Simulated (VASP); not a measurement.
MoS2, 6 atoms in the cell. It takes space group P6_3/mmc (No. 194, hexagonal). The conventional cell has a = 3.161 Å, b = 3.161 Å, c = 12.295 Å, α = 90.00°, β = 90.00°, γ = 120.00°. Mo (site symmetry -6m2) is surrounded by 6 S at 2.37 Å. Around S (site symmetry 3m) lie 3 Mo at 2.37 Å. 

| Item | Value |
| --- | --- |
| Program | VASP 6.6.1 |
| Task | single point |
| Functional | HSE06 |
| Potentials or basis | VASP PAW PBE potentials, release 64 (Mo_sv, S) |
| Cutoff | 450 eV |
| k mesh | 4 × 4 × 1 |
| Occupations | gaussian, width 0.05 eV |
| Spin | collinear spin, ferromagnetic start |
| Starting moments | [1.0, 1.0, 0.0, 0.0, 0.0, 0.0] μB |
| Grid for exact exchange (PRECFOCK) | Fast |
| Screening parameter | 0.2 1/A |
| Further INCAR settings | ALGO = Normal; EDIFF = 1e-06; NBANDS = 39 |

Potentials or basis: VASP PAW PBE potentials, release 64 (Mo_sv, S).

Run with:

```console
$ cat potpaw_PBE.64/Mo_sv/POTCAR potpaw_PBE.64/S/POTCAR > POTCAR
$ cp INCAR.step1 INCAR
$ mpirun -np 1 vasp_std > vasp.out
$ cp INCAR.step2 INCAR
$ mpirun -np 1 vasp_std > vasp.out
```

Hardware: 1 thread of Intel(R) Xeon(R) Platinum 8488C (Sapphire Rapids) (shared host).

Question: Estimate the wall time of this run.

Answer: Run time: 7.2 min on 1 thread of Intel(R) Xeon(R) Platinum 8488C (Sapphire Rapids), with other jobs on the host, peak memory 0.36 GiB. Counts: scf iterations 9, k points 4.
